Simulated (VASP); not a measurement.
# Mg6MnSb (Amm2) in VASP: reference runs, part 2 of 2

VASP 6.6.1. Earlier steps stand in the parts before.

### Step 3. Single point, PBE, collinear spin, ferromagnetic start (atoms moved at random, drawn with an rms of 0.05 Å)

INCAR

```
SYSTEM = Mg6MnSb
  PREC = Accurate
  ENCUT = 520
  EDIFF = 1E-7
  ISMEAR = -1
  SIGMA = 0.05
  LREAL = .FALSE.
  LASPH = .TRUE.
  NELM = 100
  ALGO = Normal
  ISIF = 2
  LWAVE = .FALSE.
  LCHARG = .TRUE.
  ISPIN = 2
  MAGMOM = 0 4 0 0 0 0 0 0
  LORBIT = 11
  LMAXMIX = 4
  GGA = PE
  LELF = .TRUE.
  LVHAR = .TRUE.
  NBANDS = 29
```

KPOINTS

```
regular mesh
0
G
  5 5 5
  0 0 0
```

POSCAR

```
Mg6MnSb
1.0
    5.0641610000      0.0000000000      0.0000000000
    0.0000000000      3.1546610000      5.3927120000
    0.0000000000     -3.1546610000      5.3927120000
Sb Mn Mg
1 1 6
Direct
    0.5045270000      0.6737810000      0.6696450000
    0.0038630000      0.8369590000      0.8301590000
    0.5104650000      0.1700260000      0.1623770000
    0.4974930000      0.6686020000      0.1499060000
    0.4940890000      0.1615600000      0.6668310000
   -0.0001730000      0.3387740000      0.3254210000
    0.0031270000      0.8341590000      0.3256600000
    0.0008200000      0.3135050000      0.8468060000
```

Potentials or basis: VASP PAW PBE potentials, release 64 (Sb, Mn_pv, Mg).

Command:

```sh
> cat potpaw_PBE.64/Sb/POTCAR potpaw_PBE.64/Mn_pv/POTCAR potpaw_PBE.64/Mg/POTCAR > POTCAR
> mpirun -np 1 vasp_std > vasp.out
```

OUTCAR:

```text
SYSTEM = Mg6MnSb
   PREC = Accurate
   ENCUT = 520
   EDIFF = 1E-7
   ISMEAR = -1
   LREAL = .FALSE.
   LASPH = .TRUE.
   NELM = 100
   ISIF = 2
   ISPIN = 2
   LORBIT = 11
   GGA = PE

 ion  position               nearest neighbor table
   1  0.505  0.674  0.670-   4 2.98   5 3.04   2 3.07   2 3.08   3 3.14   7 3.14   7 3.16   3 3.17
                             8 3.19   5 3.21   8 3.22   4 3.26
   2  0.004  0.837  0.830-   8 3.03   4 3.05   5 3.05   1 3.07   1 3.08   7 3.09   4 3.10   5 3.13
                             6 3.13   7 3.16   6 3.18   8 3.22
   3  0.510  0.170  0.162-   8 3.02   6 3.06   4 3.08   7 3.09   8 3.10   5 3.12   5 3.13   1 3.14
                             6 3.14   7 3.15   1 3.17   4 3.17
   4  0.497  0.669  0.150-   1 2.98   2 3.05   3 3.08   5 3.08   6 3.10   2 3.10   7 3.11   6 3.12
                             7 3.15   3 3.17   5 3.23   1 3.26
   5  0.494  0.162  0.667-   1 3.04   2 3.05   8 3.07   4 3.08   6 3.12   3 3.12   3 3.13   2 3.13
                             8 3.13   6 3.17   1 3.21   4 3.23
   6  1.000  0.339  0.325-   3 3.06   8 3.07   7 3.10   4 3.10   4 3.12   5 3.12   2 3.13   3 3.14
                             7 3.15   5 3.17   2 3.18   8 3.18
   7  0.003  0.834  0.326-   8 3.02   2 3.09   3 3.09   6 3.10   4 3.11   1 3.14   6 3.15   4 3.15
                             3 3.15   1 3.16   2 3.16   8 3.29
   8  0.001  0.314  0.847-   3 3.02   7 3.02   2 3.03   6 3.07   5 3.07   3 3.10   5 3.13   6 3.18
                             1 3.19   1 3.22   2 3.22   7 3.29

  LATTYP: Found a base centered orthorhombic cell.
 ALAT       =     6.3093220000
 B/A-ratio  =     1.7094426311
 C/A-ratio  =     0.8026474160

  Lattice vectors:

 A1 = (   0.0000000000,   3.1546610000,  -5.3927120000)
 A2 = (   0.0000000000,   3.1546610000,   5.3927120000)
 A3 = (   5.0641610000,   0.0000000000,   0.0000000000)

Analysis of symmetry for initial positions (statically):
=====================================================================
 Subroutine PRICEL returns:
 Original cell was already a primitive cell.

 Routine SETGRP: Setting up the symmetry group for a
 base centered orthorhombic supercell.

 Subroutine GETGRP returns: Found  1 space group operations
 (whereof  1 operations were pure point group operations)
 out of a pool of  8 trial point group operations.

The static configuration has the point symmetry C_1 .

Analysis of symmetry for dynamics (positions and initial velocities):
=====================================================================
 Subroutine PRICEL returns:
 Original cell was already a primitive cell.

 Routine SETGRP: Setting up the symmetry group for a
 base centered orthorhombic supercell.

 Subroutine GETGRP returns: Found  1 space group operations
 (whereof  1 operations were pure point group operations)
 out of a pool of  8 trial point group operations.

The dynamic configuration has the point symmetry C_1 .

Analysis of structural, dynamic, and magnetic symmetry:
=====================================================================
 Subroutine PRICEL returns:
 Original cell was already a primitive cell.

 Routine SETGRP: Setting up the symmetry group for a
 base centered orthorhombic supercell.

 Subroutine GETGRP returns: Found  1 space group operations
 (whereof  1 operations were pure point group operations)
 out of a pool of  8 trial point group operations.

The overall configuration has the point symmetry C_1 .

 Subroutine INISYM returns: Found  1 space group operations
 (whereof  1 operations are pure point group operations),
 and found     1 'primitive' translations

----------------------------------------------------------------------------------------
[... 126 lines left out ...]
  volume/ion in A,a.u.               =      21.54       145.35
  Fermi-wavevector in a.u.,A,eV,Ry     =   0.914147  1.727488 11.369913  0.835665
  Thomas-Fermi vector in A             =   2.038740
   LORBIT       =     11    0 simple, 1 ext, 2 COOP (PROOUT), +10 PAW based schemes
   GGA     = PE    functional components
   LHFCALC =     F    Hartree Fock is set to
   AEXX    =    0.0000 exact exchange contribution
   IVDW    =     0    specifies the selected vdW correction
   LEPSILON=     F    determine dielectric tensor
   LRPA    =     F    only Hartree local field effects (RPA)
 spin polarized calculation
  energy-cutoff  :      520.00
  volume of cell :      172.30
 maximum number of plane-waves:      4657
 NGX is ok and might be reduce to    40
   NGX = 19   NGY = 23   NGZ = 23

 number of electron      30.0000002 magnetization       3.7024205

 Free energy of the ion-electron system (eV)
  ---------------------------------------------------
  ext. energy  EPLUGINS =         0.00000000
  ---------------------------------------------------
  free energy    TOTEN  =       -21.85800302 eV

  energy without entropy =      -21.81724269  energy(sigma->0) =      -21.83762286

 E-fermi :   4.2193     XC(G=0):  -9.1954

 val. band max:        4.2081131993   @ k =  -0.2000   0.0000  -0.2000
 cond. band min:       4.2275455852   @ k =  -0.4000   0.0000   0.4000
 fundamental gap:      0.0194323859
 Fermi energy:         4.2192722477

 spin component 1

 k-point     1 :       0.0000    0.0000    0.0000
  band No.  band energies     occupation
      1     -45.8531      1.00000
      2     -45.7686      1.00000
      3     -45.7435      1.00000
      4      -5.9055      1.00000
      5      -1.1298      1.00000
      6       0.0827      1.00000
[... 709 lines left out ...]
     26       8.6730      0.00000
     27       8.7469      0.00000

 [... further k-points ...]

 spin component 2

 k-point     1 :       0.0000    0.0000    0.0000
  band No.  band energies     occupation
      1     -41.9403      1.00000
      2     -41.8977      1.00000
      3     -41.8968      1.00000
      4      -5.8885      1.00000
      5      -1.1013      1.00000
      6       0.3530      1.00000
[... 709 lines left out ...]
     26       8.8767      0.00000
     27       8.9685      0.00000

 [... further k-points ...]

 [bands above 27 left out]

------------------------ aborting loop because EDIFF is reached ----------------------------------------

  FORCE on cell =-STRESS in cart. coord.  units (eV):
  Direction    XX          YY          ZZ          XY          YZ          ZX
  --------------------------------------------------------------------------------------
  -------------------------------------------------------------------------------------
  Total       -1.0358582      0.4119508      0.5149591      0.0226326     -0.1009103     -0.0742623
  in kB       -9.6319331      3.8305265      4.7883499      0.2104493     -0.9383146     -0.6905289
  external PRESSURE =      -0.3376855 kB  Pullay stress =       0.0000000 kB

 VOLUME and BASIS-vectors are now :
 -----------------------------------------------------------------------------
  energy-cutoff  :      520.00
  volume of cell :      172.30
      direct lattice vectors                 reciprocal lattice vectors
     5.064161000  0.000000000  0.000000000     0.197466076  0.000000000  0.000000000
     0.000000000  3.154661000  5.392712000     0.000000000  0.158495636  0.092717727
     0.000000000 -3.154661000  5.392712000     0.000000000 -0.158495636  0.092717727

 POSITION                                       TOTAL-FORCE (eV/Angst)
 -----------------------------------------------------------------------------------
      2.55501      0.01305      7.24471        -0.014873      0.040036     -0.085624
      0.01956      0.02145      8.99029        -0.068390     -0.027231      0.034437
      2.58508      0.02413      1.79255        -0.151801     -0.118201     -0.006743
      2.51938      1.63631      4.41398         0.059700      0.004160      0.170175
      2.50215     -1.59396      4.46727         0.090831      0.039178     -0.024731
      5.06328      0.04212      3.58181         0.025226     -0.125313      0.049045
      0.01584      1.60414      6.25457         0.019011      0.055793     -0.023661
      0.00415     -1.68238      6.25722         0.040295      0.131577     -0.112899
 -----------------------------------------------------------------------------------
    total drift:                               -0.000631      0.000710     -0.000367

  FREE ENERGIE OF THE ION-ELECTRON SYSTEM (eV)
  ---------------------------------------------------
  free  energy   TOTEN  =       -21.8580030240 eV

  energy  without entropy=      -21.8172426890  energy(sigma->0) =      -21.83762286

 total charge

# of ion       s       p       d       tot
------------------------------------------
    1        1.162   1.248   0.037   2.447
    2        0.271   6.144   4.969  11.384
    3        0.212   0.131   0.017   0.360
    4        0.202   0.133   0.017   0.353
    5        0.202   0.131   0.017   0.351
    6        0.205   0.145   0.012   0.361
    7        0.202   0.129   0.016   0.347
    8        0.205   0.130   0.016   0.351
--------------------------------------------------
tot          2.662   8.191   5.102  15.954

 magnetization (x)

# of ion       s       p       d       tot
------------------------------------------
    1        0.012  -0.007  -0.002   0.003
    2        0.046   0.027   3.633   3.706
    3        0.008   0.007  -0.001   0.014
    4       -0.012  -0.004  -0.000  -0.015
    5       -0.012  -0.003  -0.000  -0.015
    6       -0.008  -0.008  -0.000  -0.016
    7       -0.010  -0.004  -0.000  -0.014
    8       -0.009  -0.004  -0.000  -0.014
--------------------------------------------------
tot          0.015   0.003   3.630   3.648
```

Wall time 5.5 min (1 thread of Intel Xeon 6975P-C (Granite Rapids), shared host); peak memory 0.7 GiB.

Results:

```
Free energy                                           : -21.8580 eV
Pressure                                              : 0.0 GPa
Largest force                                         : 0.193 eV/Å
Band gap on the k mesh                                : none (metal or under the smearing width)
Net moment                                            : 3.70 μB per cell
Site moments                                          : Sb +0.00; Mn +3.71; Mg +0.01, -0.01, -0.02 μB
Valence electrons inside the program's atomic spheres : Sb 2.45; Mn 11.38; Mg 0.36, 0.35
```

Forces in eV/Å, atoms in the order of the input:
```
Sb  -0.015  0.040 -0.086
Mn  -0.068 -0.027  0.034
Mg  -0.152 -0.118 -0.007
Mg   0.060  0.004  0.170
Mg   0.091  0.039 -0.025
Mg   0.025 -0.125  0.049
Mg   0.019  0.056 -0.024
Mg   0.040  0.132 -0.113
```

Caveat: a cell with one magnetic atom can't hold antiferromagnetic order, which such compounds often take.
